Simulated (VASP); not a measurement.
Set up this calculation in VASP 6.6.1, as the native input.

- Task: single point
- Functional: PBE
- Potentials or basis: VASP PAW PBE potentials, release 64 (Mg, Al, F)
- Cutoff: 520 eV
- k mesh: 3 × 3 × 3
- Occupations: methfessel-paxton, width 0.15 eV
- Spin: no spin polarisation
- Dipole correction: no
- Further INCAR settings: ALGO = Fast; EDIFF = 1e-06; NBANDS = 53

The structure of MgAlF5 lies in POSCAR:

```
MgAlF5
1.0
    0.1237290000      0.1248660000      7.2964710000
    3.6045350000     -3.1148320000      1.8336230000
    3.6724740000      3.2579090000      1.9415190000
Mg Al F
2 2 10
Direct
    0.9995338935      0.0002283443     -0.0157535232
    0.4781908900      1.0311110584      0.9983575160
    0.2625802644      0.5029576302      0.5056906666
    0.7448612312      0.5077153943      0.5226052399
    0.1278022593      0.7597028256      0.7364182102
    0.6071079250      0.7478550236      0.7849840560
    0.3829300126      0.2486380001      0.2762568445
    0.8802519551      0.2253558432      0.2639229798
    1.0019266898      0.4919721678      0.4925877528
    0.5039652090      0.5096790629      0.5350893887
    0.2697351950      0.8084499857      0.2116520538
    0.7641109666      0.7935906781      0.2178615667
    0.2345171996      0.2046269686      0.7898374096
    0.7621045646      0.2025915331      0.7888718321
```

The cell was built by a generator and needn't be a form met in nature.

The input as run:

INCAR

```
SYSTEM = MgAlF5
ALGO = Fast ; EDIFF = 1E-6
ENCUT = 520 ; GGA = PE
ISIF = 2 ; ISMEAR = 1
LASPH = .True. ; LCHARG = .True.
LELF = .True. ; LREAL = .False.
LVHAR = .True. ; LWAVE = .False.
NBANDS = 53 ; NELM = 100
PREC = Accurate ; SIGMA = 0.15
```

KPOINTS

```
k-points
0
Gamma
  3 3 3
  0 0 0
```

Potentials or basis: VASP PAW PBE potentials, release 64 (Mg, Al, F).

Run with:

```bash
$ cat potpaw_PBE.64/Mg/POTCAR potpaw_PBE.64/Al/POTCAR potpaw_PBE.64/F/POTCAR > POTCAR
$ mpirun -np 1 vasp_std > vasp.out
```

It gave:

The pressure is 0.8 GPa, the largest force is 2.076 eV/Å and the band gap on the k mesh is 6.17 eV, direct.

Caveat: the k mesh is coarse (spacing up to 0.44 Å⁻¹), so the values aren't converged; forces of over 1 eV/Å show positions far from the minimum, so gaps and moduli don't describe the material at rest.

Run time: 100 s on 1 thread of Intel(R) Xeon(R) Platinum 8488C (Sapphire Rapids), with other jobs on the host, peak memory 0.33 GiB.
